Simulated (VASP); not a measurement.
VASP runs on BeS (space group F-43m) share one base input (PBE GGA, plane waves, VASP's PBE PAW potentials (set 64)) and change the settings named in each case.

### KPOINTS
```
K-points
0
gamma
 8 8 8
```

**INCAR**
```
ALGO = Normal
EDIFF = 1E-6
ENCUT = 300
GGA = PE
ISIF = 2
ISMEAR = 0
LASPH = .TRUE.
LCHARG = .FALSE.
LREAL = .FALSE.
LWAVE = .FALSE.
NELM = 100
PREC = Accurate
SIGMA = 0.01
SYSTEM = BeS
```

File POSCAR:
```
BeS
1.0
  0.0000000000   2.4665630000   2.4665630000
  2.4665630000   0.0000000000   2.4665630000
  2.4665630000   2.4665630000   0.0000000000
Be S
1 1
Cartesian
  0.0000000000   0.0000000000   0.0000000000
  3.6998445000   3.6998445000   3.6998445000
```

POTCAR, in this order: Be S (PBE.64 set). Program: vasp_std.

```
change                        E(σ→0) (eV/atom)  pressure (GPa)  gap on the mesh (eV)
----------------------------  ----------------  --------------  --------------------
base run                               -4.9994           -3.20                  3.22
ENCUT = 240                            -4.9944           -4.71                  3.23
ISYM = 0                               -4.9994           -3.20                  3.22
KPOINTS 4×4×4 Γ-centred mesh           -4.9765           -2.73                  3.21
KPOINTS 2×2×2 Γ-centred mesh           -4.2858            6.60                  3.05
EDIFF = 1E-03                          -4.9994           -3.11                  3.22
```
 Energies of different potentials or functionals have different zeros.

Left out are runs that ran out of time, are held back, or changed the cell or the kind of run, fixed moments of cells without a moment, rows past the twelfth, gaps on odd meshes, pressures of charged cells and columns that move by less than the noise.

The structure comes from a computed database's BeS entry; how it stands against other phases isn't given here. The cell was not relaxed at this level, its lattice was scaled by up to 2.5 %.
